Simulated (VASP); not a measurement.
Calculation: PBE GGA, VASP's PBE PAW potentials (set 64) (plane waves; VASP).

VASP input:

POSCAR:
```
Si3N4
1
    0.0000000000     4.0353300000     4.0353300000
    4.0353300000     0.0000000000     4.0353300000
    4.0353300000     4.0353300000     0.0000000000
Si N
6 8
Direct
  0.1250000000   0.1250000000   0.1250000000
  0.6250000000   0.1250000000   0.1250000000
  0.1250000000   0.6250000000   0.1250000000
  0.1250000000   0.1250000000   0.6250000000
  0.7500000000   0.7500000000   0.7500000000
  0.5000000000   0.5000000000   0.5000000000
  0.3626000000   0.3626000000   0.3626000000
  0.9122000000   0.3626000000   0.3626000000
  0.3626000000   0.9122000000   0.3626000000
  0.3626000000   0.3626000000   0.9122000000
  0.8874000000   0.8874000000   0.8874000000
  0.3378000000   0.8874000000   0.8874000000
  0.8874000000   0.3378000000   0.8874000000
  0.8874000000   0.8874000000   0.3378000000
```

### INCAR
```
SYSTEM = Si3N4
PREC = Accurate
ENCUT = 400
EDIFF = 1E-6
NELM = 100
ALGO = Normal
LREAL = Auto
LASPH = .TRUE.
ISMEAR = -1
SIGMA = 0.1
GGA = PE
LWAVE = .FALSE.
LCHARG = .FALSE.
ISIF = 3
IBRION = 2
NSW = 50
EDIFFG = -0.01
```

**KPOINTS**
```
Automatic mesh
0
Gamma
6 6 6
0 0 0
```

POTCAR, in this order: Si N (PBE.64 set). Program: vasp_std.

The resulting files:

File OSZICAR:
```
...
DAV:   3    -0.111269237204E+03    0.59874E+00   -0.47066E+00  1496   0.102E+01    0.317E+00
DAV:   4    -0.111200959012E+03    0.68278E-01   -0.51931E-01  1512   0.350E+00    0.180E+00
DAV:   5    -0.111175496259E+03    0.25463E-01   -0.39111E-02  1496   0.106E+00    0.792E-01
DAV:   6    -0.111174815706E+03    0.68055E-03   -0.72259E-03  1504   0.444E-01    0.341E-01
DAV:   7    -0.111174802371E+03    0.13335E-04   -0.37317E-04  1504   0.102E-01    0.130E-01
DAV:   8    -0.111174759245E+03    0.43126E-04   -0.19294E-04  1504   0.707E-02    0.304E-02
DAV:   9    -0.111174753913E+03    0.53320E-05   -0.39067E-05  1584   0.295E-02    0.133E-02
DAV:  10    -0.111174754723E+03   -0.80963E-06   -0.45267E-06  1376   0.985E-03
   2 F= -.11117475E+03 E0= -.11117475E+03  d E =-.247939E+00
       N       E                     dE             d eps       ncg     rms          rms(c)
DAV:   1    -0.113981981375E+03   -0.28072E+01   -0.98555E+01  1512   0.554E+01    0.881E+00
DAV:   2    -0.112838636416E+03    0.11433E+01   -0.41269E+00  1448   0.103E+01    0.371E+00
DAV:   3    -0.112722496375E+03    0.11614E+00   -0.84358E-01  1512   0.405E+00    0.126E+00
DAV:   4    -0.112704726758E+03    0.17770E-01   -0.84827E-02  1472   0.136E+00    0.803E-01
DAV:   5    -0.112699215434E+03    0.55113E-02   -0.11617E-02  1480   0.532E-01    0.263E-01
DAV:   6    -0.112698994335E+03    0.22110E-03   -0.78711E-04  1504   0.153E-01    0.176E-01
DAV:   7    -0.112698927995E+03    0.66341E-04   -0.96570E-05  1520   0.524E-02    0.800E-02
DAV:   8    -0.112698891016E+03    0.36979E-04   -0.26527E-04  1504   0.723E-02    0.259E-02
DAV:   9    -0.112698889765E+03    0.12511E-05   -0.11302E-05  1528   0.186E-02    0.150E-02
DAV:  10    -0.112698889081E+03    0.68437E-06   -0.21223E-06   936   0.721E-03
   3 F= -.11269889E+03 E0= -.11269889E+03  d E =-.177207E+01
       N       E                     dE             d eps       ncg     rms          rms(c)
DAV:   1    -0.112701638466E+03   -0.27487E-02   -0.96723E-02  1408   0.177E+00    0.284E-01
DAV:   2    -0.112700504398E+03    0.11341E-02   -0.40422E-03  1520   0.329E-01    0.109E-01
DAV:   3    -0.112700402911E+03    0.10149E-03   -0.76672E-04  1520   0.124E-01    0.340E-02
DAV:   4    -0.112700386246E+03    0.16666E-04   -0.82015E-05  1496   0.427E-02    0.207E-02
DAV:   5    -0.112700383242E+03    0.30033E-05   -0.10421E-05  1488   0.161E-02    0.822E-03
DAV:   6    -0.112700383626E+03   -0.38406E-06   -0.17226E-06   912   0.733E-03
   4 F= -.11270038E+03 E0= -.11270038E+03  d E =-.177357E+01
       N       E                     dE             d eps       ncg     rms          rms(c)
DAV:   1    -0.112615780877E+03    0.84602E-01   -0.87937E+01  1424   0.524E+01    0.366E+00
DAV:   2    -0.112657956748E+03   -0.42176E-01   -0.19114E+00  1536   0.724E+00    0.139E+00
DAV:   3    -0.112625108002E+03    0.32849E-01   -0.10963E-01  1528   0.188E+00    0.767E-01
DAV:   4    -0.112624702069E+03    0.40593E-03   -0.30299E-02  1536   0.804E-01    0.464E-01
DAV:   5    -0.112624465419E+03    0.23665E-03   -0.13162E-03  1552   0.231E-01    0.697E-02
DAV:   6    -0.112624452775E+03    0.12643E-04   -0.59339E-04  1480   0.124E-01    0.497E-02
DAV:   7    -0.112624451378E+03    0.13971E-05   -0.24552E-05  1544   0.256E-02    0.128E-02
DAV:   8    -0.112624451227E+03    0.15112E-06   -0.16942E-06   952   0.719E-03
   5 F= -.11262445E+03 E0= -.11262445E+03  d E =0.759324E-01
       N       E                     dE             d eps       ncg     rms          rms(c)
DAV:   1    -0.112804979300E+03   -0.18053E+00   -0.28993E+01  1496   0.302E+01    0.198E+00
DAV:   2    -0.112811045228E+03   -0.60659E-02   -0.62849E-01  1512   0.411E+00    0.689E-01
DAV:   3    -0.112800455278E+03    0.10590E-01   -0.37783E-02  1536   0.112E+00    0.317E-01
DAV:   4    -0.112800386421E+03    0.68857E-04   -0.99247E-03  1504   0.473E-01    0.230E-01
DAV:   5    -0.112800375528E+03    0.10892E-04   -0.67990E-04  1600   0.169E-01    0.380E-02
DAV:   6    -0.112800317173E+03    0.58356E-04   -0.42816E-04  1456   0.113E-01    0.246E-02
DAV:   7    -0.112800319407E+03   -0.22345E-05   -0.30642E-05  1576   0.264E-02    0.130E-02
DAV:   8    -0.112800319928E+03   -0.52132E-06   -0.25058E-06  1120   0.764E-03
   6 F= -.11280032E+03 E0= -.11280032E+03  d E =-.999363E-01
       N       E                     dE             d eps       ncg     rms          rms(c)
DAV:   1    -0.112800297361E+03    0.22046E-04   -0.64919E-03  1432   0.451E-01    0.289E-02
DAV:   2    -0.112800299235E+03   -0.18737E-05   -0.13270E-04  1536   0.599E-02    0.111E-02
DAV:   3    -0.112800297005E+03    0.22297E-05   -0.86477E-06  1464   0.168E-02    0.519E-03
DAV:   4    -0.112800296912E+03    0.92945E-07   -0.21375E-06  1008   0.697E-03
   7 F= -.11280030E+03 E0= -.11280030E+03  d E =-.999133E-01
       N       E                     dE             d eps       ncg     rms          rms(c)
DAV:   1    -0.112808367189E+03   -0.80702E-02   -0.38388E-01  1488   0.353E+00    0.688E-01
DAV:   2    -0.112801398174E+03    0.69690E-02   -0.21972E-02  1504   0.732E-01    0.250E-01
DAV:   3    -0.112800849916E+03    0.54826E-03   -0.35592E-03  1520   0.264E-01    0.805E-02
DAV:   4    -0.112800751385E+03    0.98532E-04   -0.35913E-04  1504   0.868E-02    0.461E-02
DAV:   5    -0.112800720235E+03    0.31149E-04   -0.50555E-05  1496   0.340E-02    0.192E-02
DAV:   6    -0.112800717706E+03    0.25293E-05   -0.71207E-06  1488   0.138E-02    0.554E-03
DAV:   7    -0.112800716530E+03    0.11757E-05   -0.92305E-07   864   0.537E-03    0.211E-03
DAV:   8    -0.112800716412E+03    0.11787E-06   -0.13901E-07   736   0.206E-03
   8 F= -.11280072E+03 E0= -.11280072E+03  d E =-.419500E-03
       N       E                     dE             d eps       ncg     rms          rms(c)
DAV:   1    -0.112804147112E+03   -0.34306E-02   -0.86293E-02  1488   0.168E+00    0.327E-01
DAV:   2    -0.112802603342E+03    0.15438E-02   -0.49423E-03  1496   0.347E-01    0.119E-01
DAV:   3    -0.112802485589E+03    0.11775E-03   -0.80258E-04  1520   0.126E-01    0.379E-02
DAV:   4    -0.112802465053E+03    0.20536E-04   -0.80800E-05  1496   0.413E-02    0.217E-02
DAV:   5    -0.112802461636E+03    0.34166E-05   -0.11271E-05  1496   0.161E-02    0.921E-03
DAV:   6    -0.112802462195E+03   -0.55899E-06   -0.15719E-06   888   0.678E-03
   9 F= -.11280246E+03 E0= -.11280246E+03  d E =-.216528E-02
       N       E                     dE             d eps       ncg     rms          rms(c)
DAV:   1    -0.112802464051E+03   -0.24144E-05   -0.45326E-05  1464   0.381E-02    0.821E-03
DAV:   2    -0.112802463045E+03    0.10058E-05   -0.23016E-06   808   0.789E-03    0.346E-03
DAV:   3    -0.112802462894E+03    0.15045E-06   -0.92804E-07   688   0.460E-03
  10 F= -.11280246E+03 E0= -.11280246E+03  d E =-.216598E-02
       N       E                     dE             d eps       ncg     rms          rms(c)
DAV:   1    -0.112802484389E+03   -0.21344E-04   -0.18255E-02  1416   0.757E-01    0.497E-02
DAV:   2    -0.112802486616E+03   -0.22266E-05   -0.37967E-04  1536   0.101E-01    0.186E-02
DAV:   3    -0.112802479560E+03    0.70551E-05   -0.24417E-05  1504   0.278E-02    0.867E-03
DAV:   4    -0.112802479609E+03   -0.48209E-07   -0.57469E-06  1328   0.113E-02
  11 F= -.11280248E+03 E0= -.11280248E+03  d E =-.167143E-04
       N       E                     dE             d eps       ncg     rms          rms(c)
DAV:   1    -0.112802500382E+03   -0.20822E-04   -0.32561E-03  1400   0.320E-01    0.215E-02
DAV:   2    -0.112802500960E+03   -0.57750E-06   -0.72739E-05  1528   0.443E-02    0.869E-03
DAV:   3    -0.112802499726E+03    0.12337E-05   -0.51207E-06  1400   0.127E-02    0.410E-03
DAV:   4    -0.112802499648E+03    0.77624E-07   -0.12089E-06   912   0.521E-03
  12 F= -.11280250E+03 E0= -.11280250E+03  d E =-.367539E-04
```

File OUTCAR:
```
------------------------ aborting loop because EDIFF is reached ----------------------------------------
  FORCE on cell =-STRESS in cart. coord.  units (eV):
  Direction    XX          YY          ZZ          XY          YZ          ZX
  --------------------------------------------------------------------------------------
  Total       -0.0051484     -0.0051484     -0.0051484     -0.0000000     -0.0000000      0.0000000
  in kB       -0.0703471     -0.0703471     -0.0703471     -0.0000000     -0.0000000      0.0000000
  external PRESSURE =      -0.0703471 kB  Pullay stress =       0.0000000 kB
  volume of cell :      117.26
      direct lattice vectors                 reciprocal lattice vectors
     0.000000000  3.884799101  3.884799101    -0.128706784  0.128706784  0.128706784
     3.884799101 -0.000000000  3.884799101     0.128706784 -0.128706784  0.128706784
     3.884799101  3.884799101 -0.000000000     0.128706784  0.128706784 -0.128706784
 POSITION                                       TOTAL-FORCE (eV/Angst)
 -----------------------------------------------------------------------------------
      0.97120      0.97120      0.97120         0.000000      0.000000      0.000000
      0.97120      2.91360      2.91360         0.000000      0.000000      0.000000
      2.91360      0.97120      2.91360         0.000000      0.000000      0.000000
      2.91360      2.91360      0.97120         0.000000      0.000000      0.000000
      5.82720      5.82720      5.82720         0.000000      0.000000      0.000000
      3.88480      3.88480      3.88480         0.000000      0.000000      0.000000
      2.85630      2.85630      2.85630         0.000077      0.000077      0.000077
      2.85630      4.91330      4.91330         0.000077     -0.000077     -0.000077
      4.91330      2.85630      4.91330        -0.000077      0.000077     -0.000077
      4.91330      4.91330      2.85630        -0.000077     -0.000077      0.000077
      6.85570      6.85570      6.85570        -0.000077     -0.000077     -0.000077
      6.85570      4.79870      4.79870        -0.000077      0.000077      0.000077
      4.79870      6.85570      4.79870         0.000077     -0.000077      0.000077
      4.79870      4.79870      6.85570         0.000077      0.000077     -0.000077
 -----------------------------------------------------------------------------------
    total drift:                                0.000000      0.000000      0.000000
  FREE ENERGIE OF THE ION-ELECTRON SYSTEM (eV)
  ---------------------------------------------------
  free  energy   TOTEN  =      -112.8024996483 eV

  energy  without entropy=     -112.8024996264  energy(sigma->0) =     -112.80249964

 reached required accuracy - stopping structural energy minimisation
```
(Selected blocks of OUTCAR.)

File CONTCAR:
```
Si3N4
   1.00000000000000
     0.0000000000000000    3.8847991012882650    3.8847991012882650
     3.8847991012882650   -0.0000000000000000    3.8847991012882650
     3.8847991012882650    3.8847991012882650   -0.0000000000000000
  Si              N
     6     8
Direct
     0.1250000000000000    0.1250000000000000    0.1250000000000000
     0.6250000000000000    0.1250000000000000    0.1250000000000000
     0.1250000000000000    0.6250000000000000    0.1250000000000000
     0.1250000000000000    0.1250000000000000    0.6250000000000000
     0.7500000000000000    0.7500000000000000    0.7500000000000000
     0.5000000000000000    0.5000000000000000    0.5000000000000000
     0.3676247975950543    0.3676247975950543    0.3676247975950543
     0.8971256072148370    0.3676247975950543    0.3676247975950543
     0.3676247975950543    0.8971256072148370    0.3676247975950543
     0.3676247975950543    0.3676247975950543    0.8971256072148370
     0.8823752024049456    0.8823752024049456    0.8823752024049456
     0.3528743927851627    0.8823752024049456    0.8823752024049456
     0.8823752024049456    0.3528743927851627    0.8823752024049456
     0.8823752024049456    0.8823752024049456    0.3528743927851627
```

At this cut-off the stress carries a Pulay error, which pulls relaxed volumes low. Energy and stress use the plane-wave basis of the starting cell.

The structure was generated: Si3N4 was put into an ordered model structure, which need not be its known phase. This run relaxes it. Symmetry was kept, so distortions that lower it aren't found. The run is one of a series of settings (EDIFFG = -0.01, IBRION = 2, ISIF = 3, NSW = 50 against the base run), some of them coarse on purpose.
